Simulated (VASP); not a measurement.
# Zn15CuO16 (a cell with a defect): single point with PBEsol+U

Crystal: Zn15CuO16 (a cell with a defect).

```
Cu Zn O
1.0
     6.49880    0.00000    0.00000
    -3.24940    5.62813    0.00000
     0.00000    0.00000   10.40760
Cu Zn O
1 15 16
Direct
  0.16667 0.33333 0.00000
  0.16667 0.33333 0.50000
  0.16667 0.83333 0.00000
  0.16667 0.83333 0.50000
  0.66667 0.33333 0.00000
  0.66667 0.33333 0.50000
  0.66667 0.83333 0.00000
  0.66667 0.83333 0.50000
  0.33333 0.16667 0.25000
  0.33333 0.16667 0.75000
  0.33333 0.66667 0.25000
  0.33333 0.66667 0.75000
  0.83333 0.16667 0.25000
  0.83333 0.16667 0.75000
  0.83333 0.66667 0.25000
  0.83333 0.66667 0.75000
  0.16667 0.33333 0.19105
  0.16667 0.33333 0.69105
  0.16667 0.83333 0.19105
  0.16667 0.83333 0.69105
  0.66667 0.33333 0.19105
  0.66667 0.33333 0.69105
  0.66667 0.83333 0.19105
  0.66667 0.83333 0.69105
  0.33333 0.16667 0.44105
  0.33333 0.16667 0.94105
  0.33333 0.66667 0.44105
  0.33333 0.66667 0.94105
  0.83333 0.16667 0.44105
  0.83333 0.16667 0.94105
  0.83333 0.66667 0.44105
  0.83333 0.66667 0.94105
```

| Quantity | Value |
| --- | --- |
| Program | VASP 6.6.1 |
| Task | single point |
| Functional | PBEsol |
| Potentials or basis | VASP PAW PBE potentials, release 64 (Cu, Zn, O) |
| Cutoff | 450 eV |
| k mesh | 3 × 3 × 2 |
| Occupations | gaussian, width 0.03 eV |
| Spin | collinear spin, ferromagnetic start |
| Hubbard terms | Cu d U = 5 eV |

The largest force is 0.551 eV/Å, the band gap on the k mesh is 0.65 eV, direct and the net moment is 1.00 μB per cell. The site moments are Cu +0.72; Zn -0.00, +0.00, +0.01; O +0.02, +0.00, +0.03, +0.07, +0.08 μB and the valence electrons inside the program's atomic spheres are Cu 9.86; Zn 10.86, 10.85; O 4.99, 5.00, 4.98.

Forces in eV/Å, atoms in the order of the input:
```
Cu  -0.361  0.119 -0.283
Zn   0.004 -0.001  0.003
Zn  -0.010  0.072  0.061
Zn   0.006  0.008  0.018
Zn  -0.084 -0.008  0.070
Zn  -0.004 -0.009  0.016
Zn   0.059 -0.053  0.110
Zn  -0.006  0.003  0.006
Zn  -0.085  0.043  0.000
Zn  -0.021  0.011  0.112
Zn  -0.027 -0.094  0.008
Zn  -0.007 -0.039  0.013
Zn   0.071  0.066  0.009
Zn   0.034  0.027 -0.012
Zn   0.018 -0.006  0.035
Zn   0.015 -0.005  0.011
O    0.100 -0.035  0.152
O   -0.026  0.009 -0.038
O    0.001 -0.012 -0.047
O   -0.004 -0.017 -0.027
O    0.013  0.004 -0.055
O    0.016  0.008 -0.020
O   -0.002  0.004 -0.089
O   -0.009  0.009  0.011
O    0.018 -0.009  0.004
O    0.138 -0.115 -0.015
O    0.006  0.017 -0.007
O   -0.192 -0.392  0.003
O   -0.012 -0.013 -0.010
O    0.375  0.403  0.010
O   -0.007  0.002 -0.026
O   -0.016  0.006 -0.024
```

Levels at points of the mesh, in eV from the valence-band top:
Spin up:
```
           k point  band 140  band 141  band 142  band 143  band 144  band 145  band 146  band 147  band 148  band 149
(0.00, 0.00, 0.00)     -0.46     -0.43     -0.14     -0.10     -0.05      0.65      3.30      3.35      5.05      5.50
(0.00, 0.00, 0.50)     -0.71     -0.26     -0.19     -0.18     -0.14      1.78      1.82      4.53      4.58      5.30
```
Spin down:
```
           k point  band 140  band 141  band 142  band 143  band 144  band 145  band 146  band 147
(0.00, 0.00, 0.00)     -0.37     -0.18     -0.11      0.00      0.66      0.98      3.31      3.36
(0.00, 0.00, 0.50)     -0.43     -0.18     -0.17     -0.07      0.98      1.79      1.83      4.53
```

Eigenvalues of the final occupation matrices:
```
    site  spin  trace               eigenvalues
site 1 d     1   4.92  0.98 0.98 0.99 0.99 0.99
site 1 d     2   4.21  0.29 0.97 0.97 0.98 0.98
```

Run time: 14 min on 4 MPI ranks on Intel(R) Xeon(R) Platinum 8488C (Sapphire Rapids) (shared host), peak memory 1.9 GiB a rank.

Caveat: the PAW data sets were made with another functional, which shifts forces and pressure a little. The state reached can hang on the start; a lower one may exist.
